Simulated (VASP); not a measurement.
# A VASP study of ZrTa (PBE + D3(BJ)): structure first, properties next

What structure does ZrTa take at this level, and what are its properties? The steps: first try, rough relaxation of the start cell, full relaxation (PBE + D3(BJ)), second relaxation, density, ELF and potential (PBE + D3(BJ)), bands along the symmetry lines (PBE + D3(BJ)), total and projected DOS (PBE + D3(BJ)), bands along the symmetry lines (PBE + D3(BJ) + SOC) and bands along the symmetry lines (PBE + D3(BJ)) with a changed input. The cell is invented: it takes the structure of COD entry 1527321, ZrRu (space group 221 there), with some of its atoms replaced by other elements, volume scaled by an estimate. It may not be a known or stable phase.

Main program and level: VASP 6.6.1; PBE with D3(BJ); plane waves and PAW (Ta_pv, Zr_sv), in the first sound run; inputs show where later runs differ.

## 1. The starting structure

Before any relaxation, the start is as follows. It takes space group Pm-3m (No. 221, cubic). The conventional cell has a = 3.416 Å, b = 3.416 Å, c = 3.416 Å, α = 90.00°, β = 90.00°, γ = 90.00°. Ta has 8 Zr at 2.96 Å nearest. Zr has 8 Ta at 2.96 Å nearest. It derives from ZrRu. It takes the structure of COD entry 1527321, ZrRu (space group 221 there), with some of its atoms replaced by other elements, volume scaled by an estimate. Farther neighbours are not listed.

Coordinates:

```cif
data_structure
_symmetry_space_group_name_H-M 'P 1'
_symmetry_Int_Tables_number 1
_cell_length_a 3.4165
_cell_length_b 3.4165
_cell_length_c 3.4165
_cell_angle_alpha 90.000
_cell_angle_beta 90.000
_cell_angle_gamma 90.000
_cell_volume 39.88
loop_
_atom_site_label
_atom_site_type_symbol
_atom_site_fract_x
_atom_site_fract_y
_atom_site_fract_z
_atom_site_occupancy
Ta1 Ta 0.00000 0.00000 0.00000 1
Zr2 Zr 0.50000 0.50000 0.50000 1
```

## 2. First try

This run is made with a changed input; what comes of it follows.

The input, INCAR:

```
SYSTEM = ZrTa
PREC = Accurate
ENCUT = 400
EDIFF = 1E-06
NELM = 89
ISMEAR = 1
SIGMA = 0.2
LREAL = .FALSE.
ALGO = Normal
GGA = PE
IVDW = 12
NBANDS = 17
LORBIT = 11
LWAVE = .FALSE.
LCHARG = .FALSE.
IBRION = 2
NSW = 30
ISIF = 3
EDIFFG = -0.01
```

The input, POSCAR:

```
ZrTa
1.0
    3.4164710000      0.0000000000      0.0000000000
    0.0000000000      3.4164710000      0.0000000000
    0.0000000000      0.0000000000      3.4164710000
Ta Zr
1 1
Direct
    0.0000000000      0.0000000000      0.0000000000
    0.5000000000      0.5000000000      0.5000000000
```

The input, KPOINTS:

```
Automatic mesh
0
Gamma
1 1 1
0 0 0
```

The projector-augmented-wave data sets are Ta_pv and Zr_sv (PBE family, release 64).

The run is started by

```
mpirun -np 1 vasp_std
```

What it wrote:

```text
[banner, memory and clock lines left out]
running    1 mpi-ranks, on    1 nodes
 distrk:  each k-point on    1 cores,    1 groups
 distr:  one band on    1 cores,    1 groups

 POSCAR found type information on POSCAR TaZr
 POSCAR found :  2 types and       2 ions
 LDA part: xc-table for (Slater+PW92), standard interpolation
 POSCAR, INCAR and KPOINTS ok, starting setup
 FFT: planning ... GRIDC
 FFT: planning ... GRID_SOFT
 FFT: planning ... GRID
 WAVECAR not read
 entering main loop
       N       E                     dE             d eps       ncg     rms          rms(c)
DAV:   1     0.192372332512E+03    0.19237E+03   -0.10480E+04    34   0.110E+03
DAV:   2    -0.189772449480E+02   -0.21135E+03   -0.20944E+03    43   0.351E+02
DAV:   3    -0.260056961221E+02   -0.70285E+01   -0.69260E+01    42   0.683E+01
DAV:   4    -0.265521468360E+02   -0.54645E+00   -0.54386E+00    52   0.901E+00
DAV:   5    -0.265543687407E+02   -0.22219E-02   -0.22216E-02    52   0.859E-01    0.197E+01
DAV:   6    -0.262460140413E+02    0.30835E+00   -0.49077E-01    36   0.553E+00    0.969E+00
DAV:   7    -0.261776336456E+02    0.68380E-01   -0.38066E-01    44   0.482E+00    0.969E-01
DAV:   8    -0.261779929687E+02   -0.35932E-03   -0.15866E-02    52   0.793E-01    0.515E-01
DAV:   9    -0.261782097437E+02   -0.21678E-03   -0.65576E-03    44   0.677E-01    0.883E-02
DAV:  10    -0.261781406686E+02    0.69075E-04   -0.29985E-04    44   0.121E-01    0.357E-02
DAV:  11    -0.261781420003E+02   -0.13317E-05   -0.11358E-05    43   0.319E-02    0.630E-03
DAV:  12    -0.261781415189E+02    0.48144E-06   -0.98153E-07    28   0.475E-03
   1 F= -.27394268E+02 E0= -.27337849E+02  d E =-.273943E+02
 curvature:   0.00 expect dE= 0.000E+00 dE for cont linesearch  0.000E+00
 trial: gam= 0.00000 g(F)=  0.000E+00 g(S)=  0.429E+01 ort = 0.000E+00 (trialstep = 0.100E+01)
 search vector abs. value=  0.429E+01
 bond charge predicted
       N       E                     dE             d eps       ncg     rms          rms(c)
DAV:   1    -0.799347115885E+02   -0.53757E+02   -0.22015E+03    34   0.408E+02    0.156E+02
DAV:   2    -0.271915181223E+02    0.52743E+02   -0.64926E+01    34   0.818E+01    0.381E+01
DAV:   3    -0.161351601289E+02    0.11056E+02   -0.45765E+01    42   0.558E+01    0.249E+01
DAV:   4    -0.176603851996E+02   -0.15252E+01   -0.69202E+00    42   0.168E+01    0.914E+00
DAV:   5    -0.181953348029E+02   -0.53495E+00   -0.10441E+00    34   0.653E+00    0.517E+00
DAV:   6    -0.184592391588E+02   -0.26390E+00   -0.50990E-01    42   0.413E+00    0.170E+00
DAV:   7    -0.185010362641E+02   -0.41797E-01   -0.85049E-02    34   0.319E+00    0.955E-01
DAV:   8    -0.184954333272E+02    0.56029E-02   -0.26383E-02    42   0.146E+00    0.377E-01
DAV:   9    -0.184961352916E+02   -0.70196E-03   -0.22975E-03    42   0.298E-01    0.169E-01
DAV:  10    -0.184961221546E+02    0.13137E-04   -0.20086E-04    34   0.149E-01    0.450E-02
DAV:  11    -0.184961316529E+02   -0.94983E-05   -0.33091E-05    34   0.416E-02    0.136E-02
DAV:  12    -0.184961307465E+02    0.90641E-06   -0.19250E-06    25   0.136E-02
   2 F= -.20782204E+02 E0= -.20725785E+02  d E =0.661206E+01
[...]
3 F= -.28148529E+02 E0= -.28092110E+02  d E =-.754261E+00
[...]
4 F= -.28161289E+02 E0= -.28104870E+02  d E =-.767021E+00
 curvature:  -0.07 expect dE=-0.198E-02 dE for cont linesearch -0.198E-02
 ZBRENT: interpolating
 opt :   0.3215  next Energy=   -28.165213 (dE=-0.771E+00)
 bond charge predicted
       N       E                     dE             d eps       ncg     rms          rms(c)
DAV:   1    -0.267167774878E+02   -0.10149E-01   -0.94230E-01    34   0.906E+00    0.214E+00
DAV:   2    -0.266950079487E+02    0.21770E-01   -0.58484E-02    34   0.223E+00    0.606E-01
DAV:   3    -0.266904425271E+02    0.45654E-02   -0.27460E-02    42   0.122E+00    0.337E-01
DAV:   4    -0.266909496499E+02   -0.50712E-03   -0.25314E-04    42   0.116E-01    0.182E-01
DAV:   5    -0.266914422394E+02   -0.49259E-03   -0.97159E-04    42   0.186E-01    0.402E-02
DAV:   6    -0.266914655397E+02   -0.23300E-04   -0.25765E-05    50   0.331E-02    0.181E-02
DAV:   7    -0.266914697277E+02   -0.41880E-05   -0.14459E-06    25   0.119E-02    0.640E-03
DAV:   8    -0.266914709212E+02   -0.11935E-05   -0.91934E-07    17   0.708E-03    0.110E-03
DAV:   9    -0.266914709475E+02   -0.26307E-07   -0.14756E-07    17   0.247E-03
   5 F= -.28165341E+02 E0= -.28108922E+02  d E =-.771073E+00
 curvature:  -0.13 expect dE=-0.260E-05 dE for cont linesearch -0.260E-05
 trial: gam= 0.00000 g(F)=  0.486E-78 g(S)=  0.200E-04 ort =-0.927E-02 (trialstep = 0.864E+00)
 search vector abs. value=  0.200E-04
 reached required accuracy - stopping structural energy minimisation
```

Elapsed: 3.6 s, on 1 MPI rank of Intel Xeon 6975P-C (Granite Rapids), shared host; peak memory 0.15 GiB.

Lines that name or quote the potential files are left out of all logs, and their timing lines are given in words.

Parts of OUTCAR (step 2):

```text
ion  position               nearest neighbor table
   1  0.000  0.000  0.000-   2 2.96   2 2.96   2 2.96   2 2.96   2 2.96   2 2.96   2 2.96   2 2.96

  LATTYP: Found a simple cubic cell.
 ALAT       =     3.4164710000

 Subroutine GETGRP returns: Found 48 space group operations
 (whereof 48 operations were pure point group operations)

The static configuration has the point symmetry O_h .

 Found      1 irreducible k-points:

   k-points           NKPTS =      1   k-points in BZ     NKDIM =      1   number of bands    NBANDS=     17

   dimension x,y,z NGX =    24 NGY =   24 NGZ =   24
   dimension x,y,z NGXF=    48 NGYF=   48 NGZF=   48

   ENCUT  =  400.0 eV  29.40 Ry    5.42 a.u.   5.57  5.57  5.57*2*pi/ulx,y,z

   NELECT =      23.0000    total number of electrons

 k-points in reciprocal lattice and weights: Automatic mesh
   0.00000000  0.00000000  0.00000000       1.000

 Edisp (eV)   -1.45466

 average (electrostatic) potential at core
       1 -31.8973       2 -72.2815

 E-fermi :  10.5985

 k-point     1 :       0.0000    0.0000    0.0000
  band No.  band energies     occupation
    ...
      9       5.2776      2.00000
     10       5.2776      2.00000
     11      10.5985      1.00000
     12      10.5985      1.00000
     13      10.5985      1.00000
     14      14.1780     -0.00000
     15      14.1780     -0.00000
     16      17.6023      0.00000
     17      17.6023      0.00000

 Edisp (eV)   -1.47387

  Total       0.01664     0.01664     0.01664    -0.00000    -0.00000     0.00000
  in kB       0.80411     0.80411     0.80411    -0.00000    -0.00000     0.00000
  external pressure =        0.80 kB  Pullay stress =        0.00 kB

  energy-cutoff  :      400.00
  volume of cell :       33.15
      direct lattice vectors                 reciprocal lattice vectors
     3.212436038 -0.000000000 -0.000000000     0.311290245  0.000000000 -0.000000000
    -0.000000000  3.212436038 -0.000000000     0.000000000  0.311290245  0.000000000
     0.000000000 -0.000000000  3.212436038     0.000000000  0.000000000  0.311290245

 POSITION                                       TOTAL-FORCE (eV/Angst)
 -----------------------------------------------------------------------------------
      0.00000      0.00000      0.00000         0.000000      0.000000      0.000000
      1.60622      1.60622      1.60622        -0.000000     -0.000000      0.000000
 -----------------------------------------------------------------------------------
    total drift:                                0.000000      0.000000     -0.000000

  FREE ENERGIE OF THE ION-ELECTRON SYSTEM (eV)
  ---------------------------------------------------
  free  energy   TOTEN  =       -28.1653407953 eV

  energy  without entropy=      -27.9960839202  energy(sigma->0) =      -28.10892184

 reached required accuracy - stopping structural energy minimisation

 total charge
# of ion       s       p       d       tot
------------------------------------------
    1        0.544   5.920   2.837   9.301
    2        2.371   5.878   2.291  10.539
--------------------------------------------------
tot          2.915  11.798   5.127  19.840
```

CONTCAR:

```
ZrTa
   1.00000000000000
     3.2124360381690349   -0.0000000000000000   -0.0000000000000000
    -0.0000000000000000    3.2124360381690349   -0.0000000000000000
     0.0000000000000000   -0.0000000000000000    3.2124360381690349
  Ta              Zr
     1     1
Direct
     0.0000000000000000    0.0000000000000000    0.0000000000000000
     0.5000000000000000    0.5000000000000000    0.5000000000000000
```

The run converged, but on settings that are not sound, so its numbers are not to be trusted.

The fault in the input: one k point for a small cell (k-mesh = [1, 1, 1]). A small cell needs a mesh; Γ alone serves large cells only.

## 3. Rough relaxation of the start cell

The start is only an estimate, so a cheap relaxation brings it near a minimum before any careful run.

The input, INCAR:

```
SYSTEM = ZrTa
PREC = Normal
ENCUT = 400
EDIFF = 1E-05
NELM = 60
ISMEAR = 1
SIGMA = 0.2
LREAL = .FALSE.
ALGO = Fast
GGA = PE
IVDW = 12
NBANDS = 17
LORBIT = 11
LWAVE = .FALSE.
LCHARG = .FALSE.
IBRION = 2
NSW = 40
ISIF = 3
EDIFFG = -0.04
```

POSCAR is that of step 2.

The input, KPOINTS:

```
Automatic mesh
0
Gamma
5 5 5
0 0 0
```

The run is started by

```
mpirun -np 1 vasp_std
```

What it wrote:

```text
[... set-up lines as in an earlier step ...]
 entering main loop
       N       E                     dE             d eps       ncg     rms          rms(c)
DAV:   1     0.172226712500E+03    0.17223E+03   -0.11073E+04   340   0.109E+03
DAV:   2    -0.112833432629E+02   -0.18351E+03   -0.18150E+03   398   0.355E+02
DAV:   3    -0.204359898911E+02   -0.91526E+01   -0.90256E+01   594   0.610E+01
DAV:   4    -0.206072725104E+02   -0.17128E+00   -0.17076E+00   422   0.752E+00
DAV:   5    -0.206109275085E+02   -0.36550E-02   -0.36540E-02   520   0.750E-01    0.180E+01
RMM:   6    -0.200194427697E+02    0.59148E+00   -0.78201E-01   340   0.686E+00    0.813E+00
RMM:   7    -0.198918336299E+02    0.12761E+00   -0.69544E-01   352   0.591E+00    0.810E-01
RMM:   8    -0.199002298678E+02   -0.83962E-02   -0.83271E-02   389   0.172E+00    0.582E-01
RMM:   9    -0.199018539899E+02   -0.16241E-02   -0.15311E-02   411   0.793E-01    0.126E-01
RMM:  10    -0.199020340329E+02   -0.18004E-03   -0.31163E-03   431   0.354E-01    0.665E-02
RMM:  11    -0.199020804622E+02   -0.46429E-04   -0.78508E-04   434   0.161E-01    0.426E-02
RMM:  12    -0.199020887290E+02   -0.82669E-05   -0.28872E-04   408   0.983E-02    0.116E-02
RMM:  13    -0.199020959527E+02   -0.72237E-05   -0.10039E-04   345   0.560E-02    0.782E-03
RMM:  14    -0.199021013932E+02   -0.54405E-05   -0.41379E-05   299   0.413E-02
   1 F= -.21118228E+02 E0= -.21114399E+02  d E =-.211182E+02
 curvature:   0.00 expect dE= 0.000E+00 dE for cont linesearch  0.000E+00
 trial: gam= 0.00000 g(F)=  0.000E+00 g(S)=  0.752E-01 ort = 0.000E+00 (trialstep = 0.100E+01)
 search vector abs. value=  0.752E-01
 bond charge predicted
       N       E                     dE             d eps       ncg     rms          rms(c)
DAV:   1    -0.206733040563E+02   -0.77121E+00   -0.29204E+01   342   0.554E+01    0.107E+01
RMM:   2    -0.198998141250E+02    0.77349E+00   -0.16872E+00   360   0.113E+01    0.298E+00
RMM:   3    -0.197460817318E+02    0.15373E+00   -0.91677E-01   374   0.720E+00    0.218E+00
RMM:   4    -0.197707589368E+02   -0.24677E-01   -0.16258E-01   402   0.249E+00    0.480E-01
RMM:   5    -0.197792522991E+02   -0.84934E-02   -0.51970E-02   421   0.120E+00    0.396E-01
RMM:   6    -0.197831467513E+02   -0.38945E-02   -0.14349E-02   438   0.634E-01    0.107E-01
RMM:   7    -0.197835286398E+02   -0.38189E-03   -0.43891E-03   441   0.369E-01    0.934E-02
RMM:   8    -0.197836350403E+02   -0.10640E-03   -0.10646E-03   433   0.228E-01    0.331E-02
RMM:   9    -0.197836864855E+02   -0.51445E-04   -0.43149E-04   407   0.132E-01    0.209E-02
RMM:  10    -0.197837174393E+02   -0.30954E-04   -0.21322E-04   313   0.932E-02    0.131E-02
RMM:  11    -0.197837381429E+02   -0.20704E-04   -0.14320E-04   289   0.774E-02    0.572E-03
RMM:  12    -0.197837541888E+02   -0.16046E-04   -0.11968E-04   246   0.650E-02    0.246E-03
RMM:  13    -0.197837671846E+02   -0.12996E-04   -0.92839E-05   238   0.572E-02    0.167E-03
RMM:  14    -0.197837775092E+02   -0.10325E-04   -0.77861E-05   190   0.507E-02    0.641E-04
RMM:  15    -0.197837861492E+02   -0.86399E-05   -0.67225E-05   182   0.470E-02
   2 F= -.21098565E+02 E0= -.21095583E+02  d E =0.196630E-01
 trial-energy change:    0.019663  1 .order    0.023728   -0.075162    0.122617
 step:   0.4099(harm=  0.3800)  dis= 0.00000  next Energy=   -21.133911 (dE=-0.157E-01)
 bond charge predicted
       N       E                     dE             d eps       ncg     rms          rms(c)
DAV:   1    -0.201751154459E+02   -0.39134E+00   -0.10236E+01   344   0.338E+01    0.575E+00
RMM:   2    -0.199224182774E+02    0.25270E+00   -0.64548E-01   358   0.700E+00    0.174E+00
RMM:   3    -0.198695887728E+02    0.52830E-01   -0.30840E-01   371   0.432E+00    0.116E+00
RMM:   4    -0.198756961346E+02   -0.61074E-02   -0.42165E-02   409   0.131E+00    0.216E-01
RMM:   5    -0.198777666028E+02   -0.20705E-02   -0.14204E-02   415   0.700E-01    0.171E-01
RMM:   6    -0.198783180103E+02   -0.55141E-03   -0.26460E-03   442   0.307E-01    0.122E-01
RMM:   7    -0.198786906476E+02   -0.37264E-03   -0.95930E-04   436   0.219E-01    0.970E-02
RMM:   8    -0.198787222832E+02   -0.31636E-04   -0.49528E-04   373   0.134E-01    0.723E-03
RMM:   9    -0.198787427161E+02   -0.20433E-04   -0.17237E-04   344   0.885E-02    0.198E-02
RMM:  10    -0.198787553616E+02   -0.12645E-04   -0.10411E-04   294   0.690E-02    0.626E-03
RMM:  11    -0.198787656450E+02   -0.10283E-04   -0.80121E-05   263   0.573E-02    0.184E-03
RMM:  12    -0.198787740736E+02   -0.84286E-05   -0.65486E-05   198   0.498E-02
   3 F= -.21134161E+02 E0= -.21131883E+02  d E =-.159327E-01
 curvature:  -0.19 expect dE=-0.153E-05 dE for cont linesearch -0.153E-05
 trial: gam=-0.01026 g(F)=  0.781E-66 g(S)=  0.808E-05 ort = 0.779E-03 (trialstep = 0.882E+00)
 search vector abs. value=  0.968E-09
 reached required accuracy - stopping structural energy minimisation
```

The job ended after 4.4 s (1 MPI rank; peak memory 0.13 GiB).

Parts of OUTCAR (step 3):

```text
The static configuration has the point symmetry O_h .

 Found     10 irreducible k-points:

   k-points           NKPTS =     10   k-points in BZ     NKDIM =     10   number of bands    NBANDS=     17

   dimension x,y,z NGX =    18 NGY =   18 NGZ =   18
   dimension x,y,z NGXF=    36 NGYF=   36 NGZF=   36

   NELECT =      23.0000    total number of electrons

 Edisp (eV)   -1.31478

 E-fermi :   7.9220

 k-point     1 :       0.0000    0.0000    0.0000
  band No.  band energies     occupation
    ...
      6     -17.7289      2.00000
      7     -17.7289      2.00000
      8       1.2152      2.00000
      9       4.5172      2.00000
     10       4.5172      2.00000
     11       8.8730     -0.00000
     12       8.8730     -0.00000
     13       8.8730     -0.00000
     14      11.9572      0.00000
     15      11.9572      0.00000
    ...

 k-point     2 :       0.2000    0.0000    0.0000
  band No.  band energies     occupation
    ...
      6     -17.7326      2.00000
      7     -17.7326      2.00000
      8       2.0230      2.00000
      9       4.9578      2.00000
     10       5.1208      2.00000
     11       8.7771     -0.00000
     12       8.7771     -0.00000
     13       9.2456     -0.00000
     14      10.6858     -0.00000
     15      12.1894      0.00000
    ...

 Edisp (eV)   -1.25539

  Total      -0.01057    -0.01057    -0.01057     0.00000    -0.00000     0.00000
  in kB      -0.43760    -0.43760    -0.43760     0.00000    -0.00000     0.00000
  external pressure =       -0.44 kB  Pullay stress =        0.00 kB

  energy-cutoff  :      400.00
  volume of cell :       38.68
      direct lattice vectors                 reciprocal lattice vectors
     3.382048193  0.000000000  0.000000000     0.295678814 -0.000000000  0.000000000
     0.000000000  3.382048193  0.000000000    -0.000000000  0.295678814 -0.000000000
    -0.000000000  0.000000000  3.382048193     0.000000000 -0.000000000  0.295678814

 POSITION                                       TOTAL-FORCE (eV/Angst)
 -----------------------------------------------------------------------------------
      0.00000      0.00000      0.00000         0.000000     -0.000000      0.000000
      1.69102      1.69102      1.69102        -0.000000      0.000000      0.000000
 -----------------------------------------------------------------------------------
    total drift:                                0.000000     -0.000000     -0.000000

  FREE ENERGIE OF THE ION-ELECTRON SYSTEM (eV)
  ---------------------------------------------------
  free  energy   TOTEN  =       -21.1341608157 eV

  energy  without entropy=      -21.1273287757  energy(sigma->0) =      -21.13188347

 total charge
# of ion       s       p       d       tot
------------------------------------------
    1        0.380   6.100   2.428   8.908
    2        2.234   5.965   1.863  10.062
--------------------------------------------------
tot          2.614  12.064   4.291  18.969

[... 5 parts as in an earlier step ...]

[... 6 further parts left out ...]
```

This run has no spin polarisation. Its electron count is odd, so without a moment it is a metal by construction. The k-mesh is coarse for a metal. This relaxation is a rough one on cheap settings, only to bring the start near its minimum. Dispersion corrections of this kind ignore metallic screening and tend to overbind metals. The run keeps the 48 symmetry operations of its start, so it cannot find a distortion of lower symmetry.

Step by step:

```
step  energy less that of the first step (eV)  largest force (eV/Å)  pressure (GPa)  volume (Å³)
   1                                   0.0000                0.0000           -4.09        39.88
   2                                   0.0197                0.0000            7.20        37.01
   3                                  -0.0159                0.0000           -0.04        38.68
```

```
conventional cell, symmetrised  before  after  change
                         a (Å)   3.416  3.382  -1.0 %
                         b (Å)   3.416  3.382  -1.0 %
                         c (Å)   3.416  3.382  -1.0 %
              volume (Å³/atom)   19.94  19.34  -3.0 %
```

The relaxed structure:

```
Ta Zr
1.0
     3.38205    0.00000    0.00000
     0.00000    3.38205    0.00000
     0.00000    0.00000    3.38205
Ta Zr
1 1
Cartesian
  0.0000 0.0000 0.0000
  1.6910 1.6910 1.6910
```

This step gave:

| Item | Value |
| --- | --- |
| electrons | 23 |
| bands | 17 |
| irreducible k-points | 10 |
| symmetry operations | 48 |
| free energy (TOTEN) | -21.13 eV |
| energy at zero smearing | -21.13 eV |
| Fermi energy | 7.922 eV |
| pressure | -0.04376 GPa |
| metallic, judged on the points sampled | yes |
| SCF cycles over all ionic steps | 41 |

It ends with forces that vanish by symmetry and a pressure of -0.04 GPa.

[end of part 1 of 4]

[Lines on the potential files, build, host, timing and source positions are cut from VASP's logs without a mark.]

[Logs are printed without paths, hosts, clocks, repeated set-up lines and the standing remarks that a program may print on its own settings, such as how far it seeks lower states.]

[Hosts, paths, dates, database ids (printed as entryN), source tags and the programs' standing remarks are cut or masked in the printed files.]

[A measured line is paired with the nearest computed mode of its activity, which favours agreement.]

[In band tables of VASP the shares of atoms and orbitals are scaled to a sum of 1 inside the atoms' spheres.]
